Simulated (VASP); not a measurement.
Computed with PBE0 hybrid, VASP's PBE PAW potentials (set 64) (plane waves; VASP).

A VASP calculation is set up with these files.

**POSCAR**
```
KF
1
    0.0000000000     2.7103066905     2.7103066905
    2.7103066905     0.0000000000     2.7103066905
    2.7103066905     2.7103066905     0.0000000000
K F
1 1
Direct
  0.0000000000   0.0000000000   0.0000000000
  0.5000000000   0.5000000000   0.5000000000
```

**INCAR**
```
# general
SYSTEM  =KF
PREC    =Accurate
ENCUT   =520   # plane-wave cut-off (eV)
LREAL   =F
LASPH   =T   # aspherical one-centre terms
ISYM    =3

# electronic loop
EDIFF   =1E-6   # SCF stop (eV)
NELM    =60   # most electronic steps
ALGO    =Normal   # blocked Davidson

# smearing
ISMEAR  =0   # Gaussian
SIGMA   =0.05   # width (eV)

# functional
GGA     =PE   # PBE
LHFCALC =T
AEXX    =0.25
HFRCUT  =-1
PRECFOCK=Fast

# ions
ISIF    =2

# output
LWAVE   =F
LCHARG  =F
```

KPOINTS:
```
Automatic mesh
0
Gamma
6 6 6
0 0 0
```

KPOINTS_OPT:
```
named points and PBE's band edges
7
Reciprocal
  0.000000   0.000000   0.000000 1 ! GAMMA
  0.500000   0.000000   0.500000 1 ! X
  0.500000   0.500000   0.500000 1 ! L
  0.500000   0.250000   0.750000 1 ! W
  0.375000   0.375000   0.750000 1 ! K
  0.625000   0.250000   0.625000 1 ! U
  0.035710   0.000000   0.035710 1 ! near an edge
```

POTCAR, in this order: K_sv F (PBE.64 set). Program: vasp_std. Read from the step before: WAVECAR.

Output

OUTCAR:
```
 ion  position               nearest neighbor table
   1  0.000  0.000  0.000-   2 2.71   2 2.71   2 2.71   2 2.71   2 2.71   2 2.71
   2  0.500  0.500  0.500-   1 2.71   1 2.71   1 2.71   1 2.71   1 2.71   1 2.71
  LATTYP: Found a face centered cubic cell.
 ALAT       =     5.4206133810
 Subroutine PRICEL returns:
 Original cell was already a primitive cell.
 Subroutine GETGRP returns: Found 48 space group operations
The static configuration has the point symmetry O_h .
The dynamic configuration has the point symmetry O_h .
 Subroutine INISYM returns: Found 48 space group operations
 Subroutine IBZKPT returns following result:
 Found     16 irreducible k-points:

 Following reciprocal coordinates:
            Coordinates               Weight
  0.000000  0.000000  0.000000      1.000000
  0.166667  0.000000  0.000000      8.000000
  0.333333  0.000000  0.000000      8.000000
  0.500000  0.000000  0.000000      4.000000
  0.166667  0.166667  0.000000      6.000000
  0.333333  0.166667  0.000000     24.000000
  0.500000  0.166667  0.000000     24.000000
 -0.333333  0.166667  0.000000     24.000000
 -0.166667  0.166667  0.000000     12.000000
  0.333333  0.333333  0.000000      6.000000
  0.500000  0.333333  0.000000     24.000000
 -0.333333  0.333333  0.000000     12.000000
  0.500000  0.500000  0.000000      3.000000
  0.500000  0.333333  0.166667     24.000000
 -0.333333  0.333333  0.166667     24.000000
 -0.333333  0.500000  0.166667     12.000000
 Subroutine IBZKPT_HF returns following result:
   k-points           NKPTS =     16   k-points in BZ     NKDIM =    216   number of bands    NBANDS=     12
   number of dos      NEDOS =    301   number of ions     NIONS =      2
   total plane-waves  NPLWV =  27000
   dimension x,y,z NGX =    30 NGY =   30 NGZ =   30
   dimension x,y,z NGXF=    60 NGYF=   60 NGZF=   60
   ions per type =               1   1
   PREC   = accura    normal or accurate (medium, high low for compatibility)
...
```

**OSZICAR**
```
       N       E                     dE             d eps       ncg     rms          rms(c)
DAV:   1    -0.104826872754E+02   -0.10483E+02   -0.18669E-01   392   0.587E+00    0.137E+00
DAV:   2    -0.104805962637E+02    0.20910E-02   -0.17991E-02   472   0.137E+00    0.752E-01
DAV:   3    -0.104795479527E+02    0.10483E-02   -0.46769E-03   448   0.590E-01    0.398E-01
DAV:   4    -0.104794395814E+02    0.10837E-03   -0.23795E-04   500   0.152E-01    0.229E-01
DAV:   5    -0.104793319067E+02    0.10767E-03   -0.14277E-04   472   0.124E-01    0.132E-01
DAV:   6    -0.104793095812E+02    0.22325E-04   -0.26012E-05   472   0.576E-02    0.781E-02
DAV:   7    -0.104793013080E+02    0.82733E-05   -0.40491E-06   456   0.243E-02    0.463E-02
DAV:   8    -0.104792993404E+02    0.19675E-05   -0.23919E-06   440   0.158E-02    0.276E-02
DAV:   9    -0.104792991177E+02    0.22272E-06   -0.72076E-07   296   0.979E-03
   1 F= -.10479299E+02 E0= -.10479299E+02  d E =-.266725E-14
       N       E                     dE             ncg
```

### OUTCAR
```
------------------------ aborting loop because EDIFF is reached ----------------------------------------
  FORCE on cell =-STRESS in cart. coord.  units (eV):
  Direction    XX          YY          ZZ          XY          YZ          ZX
  --------------------------------------------------------------------------------------
  Total       -0.2074713     -0.2074713     -0.2074713     -0.0000000      0.0000000      0.0000000
  in kB       -8.3480171     -8.3480171     -8.3480171     -0.0000000      0.0000000      0.0000000
  external PRESSURE =      -8.3480171 kB  Pullay stress =       0.0000000 kB
  volume of cell :       39.82
      direct lattice vectors                 reciprocal lattice vectors
     0.000000000  2.710306690  2.710306690    -0.184480967  0.184480967  0.184480967
     2.710306690  0.000000000  2.710306690     0.184480967 -0.184480967  0.184480967
     2.710306690  2.710306690  0.000000000     0.184480967  0.184480967 -0.184480967
  FREE ENERGIE OF THE ION-ELECTRON SYSTEM (eV)
  ---------------------------------------------------
  free  energy   TOTEN  =       -10.4792991177 eV

  energy  without entropy=      -10.4792991177  energy(sigma->0) =      -10.47929912

  exchange ACFDT corr.  =         0.00000000  see jH, gK, PRB 81, 115126
```
(Selected blocks of OUTCAR.)

The compound is KF in the rock salt structure. It was relaxed first.
